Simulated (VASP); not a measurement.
Consider the following.

```xyz
3
Lattice="2.0213 -3.5010 0.0000 2.0213 3.5010 0.0000 0.0000 0.0000 5.1441" Properties=species:S:1:pos:R:3 pbc="T T T"
Te     2.0213     1.1670     1.3474
Te     2.0213    -1.1670     3.7967
Pt     0.0000     0.0000     0.0000
```

Computed with PBEsol GGA with spin-orbit coupling, VASP's PBE PAW potentials (set 64) (plane waves; VASP 6.6.1). Run with 400 eV cut-off, 9×9×7 Γ-centred mesh, Gaussian smearing of 0.050 eV, potentials Te Pt.

**Question.** The job: PtTe2 (1T layered), 3 atoms, PBEsol+SOC, static run, 400 eV, 9×9×7 Γ-centred mesh. Roughly how much core time does it take on a busy server core?

**Answer.** About 2 core-minutes (one run on a shared machine, a rough figure). It had 69 irreducible k-points, 30 bands, up to 2698 plane waves and 14 electronic steps.

The compound is PtTe2 in the 1T layered structure. It was relaxed first.
